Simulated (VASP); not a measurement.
Level of theory: PBE GGA, VASP's PBE PAW potentials (set 64) (plane waves; VASP).

VASP input:

INCAR:
```
ALGO  =  Normal
EDIFF  =  1E-8
EDIFFG  =  -0.001
ENCUT  =  400
GGA  =  PE
IBRION  =  1
ISIF  =  2
ISMEAR  =  1
LASPH  =  .True.
LCHARG  =  .False.
LMAXMIX  =  4
LREAL  =  .False.
LWAVE  =  .False.
NELM  =  100
NSW  =  30
PREC  =  Accurate
SIGMA  =  0.1
SYSTEM  =  InSb
```

File POSCAR:
```
InSb
1.0
  0.0000000000   3.3163907709   3.3163907709
  3.3163907709   0.0000000000   3.3163907709
  3.3163907709   3.3163907709   0.0000000000
In Sb
1 1
Cartesian
  0.0000000000   0.0000000000   0.0000000000
  1.6581953855   1.6581953855   1.6581953855
```

File KPOINTS:
```
Automatic mesh
0
Gamma
9 9 9
0 0 0
```

POTCAR, in this order: In_d Sb (PBE.64 set). Program: vasp_std.

Unless said otherwise, spin-orbit coupling is left out, though it shifts the bands of the heavy elements here.

Problem. Predict the energy per atom (σ→0), band gap (on the k-mesh).

Solution. 
| Property | Value |
|---|---|
| energy per atom (σ→0) | -3.476 eV/atom |
| band gap (on the k-mesh) | none (metal, semimetal or under 0.01 eV) |

OSZICAR:
```
...
DAV:  11    -0.695094287563E+01   -0.45619E-04   -0.79787E-05   975   0.597E-02    0.176E-02
DAV:  12    -0.695094352201E+01   -0.64639E-06   -0.98444E-07  1130   0.793E-03    0.726E-03
DAV:  13    -0.695094453231E+01   -0.10103E-05   -0.19657E-06   940   0.809E-03    0.393E-03
DAV:  14    -0.695094436580E+01    0.16651E-06   -0.80970E-08  1207   0.319E-03    0.107E-03
DAV:  15    -0.695094435325E+01    0.12557E-07   -0.82566E-09   688   0.943E-04    0.688E-04
DAV:  16    -0.695094442437E+01   -0.71122E-07   -0.40825E-09   675   0.666E-04    0.169E-04
DAV:  17    -0.695094442744E+01   -0.30734E-08   -0.51900E-10   475   0.254E-04
   1 F= -.69509444E+01 E0= -.69510309E+01  d E =-.695094E+01
```

The compound is InSb in the zinc blende structure. It was relaxed first, which changed the volume by +7 %. The start is the result of an earlier pass.
